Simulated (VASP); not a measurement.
The cell holds one Na (bcc) (100) slab, with vacuum along c, ions free to move until forces fall under 0.03 eV/Å, no reconstruction beyond this cell, dipole correction on.

Given:

```yaml
crystal:
  lattice:
    - [4.16557, 0.00000, 0.00000]
    - [0.00000, 4.16557, 0.00000]
    - [0.00000, 0.00000, 27.16421]
  atoms:
    - { symbol: Na, position: [0.50000, 0.00000, 0.30832] }
    - { symbol: Na, position: [0.00000, 0.50000, 0.38499] }
    - { symbol: Na, position: [0.50000, 0.00000, 0.46166] }
    - { symbol: Na, position: [0.00000, 0.50000, 0.53834] }
    - { symbol: Na, position: [0.50000, 0.00000, 0.61501] }
    - { symbol: Na, position: [0.00000, 0.50000, 0.69168] }
```

All values below come from PBEsol GGA, VASP's PBE PAW potentials (set 64) (plane waves; VASP). Run with 400 eV cut-off, 7×7×1 Γ-centred mesh, first-order Methfessel-Paxton smearing of 0.10 eV, potentials Na_pv.

Slab and bulk use different k-meshes, so the surface energy is good to a few per cent at best.

The surface energy comes out as 0.25 J/m^2 and the work function is 2.66 eV. The band gap (on the k-mesh) is none (metal, semimetal or under 0.01 eV).

The cell is a thin slab with vacuum, built from Na (bcc): (100) face.
